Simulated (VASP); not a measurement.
An input for Quantum ESPRESSO's pw.x (written as the equivalent of a VASP run, and not itself run):

```
&CONTROL
  calculation = 'vc-relax'
  pseudo_dir = './pseudo'
  outdir = './out'
  tprnfor = .true.
  tstress = .true.
  nstep = 40
  forc_conv_thr = 0.00039
/
&SYSTEM
  ibrav = 0
  nat = 3
  ntyp = 2
  ecutwfc = 84
  occupations = 'smearing'
  smearing = 'gaussian'
  degauss = 0.003675
  input_dft = 'pbe'
/
&ELECTRONS
  conv_thr = 7.3e-09
  electron_maxstep = 100
/
&IONS
/
&CELL
  press = 300
/
ATOMIC_SPECIES
  Ca 40.078 Ca.upf
  F 18.998 F.upf
CELL_PARAMETERS angstrom
     0.0000000    2.5548593    2.5548593
     2.5548593    0.0000000    2.5548593
     2.5548593    2.5548593    0.0000000
ATOMIC_POSITIONS crystal
  Ca   0.0000000  0.0000000  0.0000000
  F    0.2500000  0.2500000  0.2500000
  F    0.7500000  0.7500000  0.7500000
K_POINTS automatic
  6 6 6 0 0 0
```

Task: Write the VASP files for the same calculation (PBE).

Result: Several could match; the one computed here: 
**INCAR**
```
LASPH = .TRUE.   ! aspherical one-centre terms
SIGMA = 0.05
EDIFFG = -0.01
GGA = PE   ! PBE
IBRION = 2
LCHARG = .FALSE.
NSW = 40   ! most ionic steps
NELM = 100
ISIF = 3   ! ions, shape and volume
ENCUT = 600   ! plane-wave cut-off (eV)
LREAL = .FALSE.   ! projection in real space or not
PREC = Accurate
ALGO = Normal
EDIFF = 1E-7   ! SCF stop (eV)
SYSTEM = CaF2
LWAVE = .FALSE.
ISMEAR = 0
PSTRESS = 300   ! kbar
```

File POSCAR:
```
CaF2
1
    0.0000000000     2.5548593038     2.5548593038
    2.5548593038     0.0000000000     2.5548593038
    2.5548593038     2.5548593038     0.0000000000
Ca F
1 2
Direct
  0.0000000000   0.0000000000   0.0000000000
  0.2500000000   0.2500000000   0.2500000000
  0.7500000000   0.7500000000   0.7500000000
```

### KPOINTS
```
Automatic mesh
0
Gamma
6 6 6
0 0 0
```

POTCAR, in this order: Ca_sv F (PBE.64 set). Program: vasp_std.

What does not carry over: the potentials are each code's own (VASP's PAW set, PseudoDojo norm-conserving files in pw.x), so ENCUT and ecutwfc are chosen apart and not converted; conv_thr bounds pw.x's estimated SCF error, while EDIFF bounds the energy change between steps; forc_conv_thr acts on force components and is met together with etot_conv_thr.

The compound is CaF2 in the fluorite structure. It was relaxed first under an external pressure of 30 GPa.
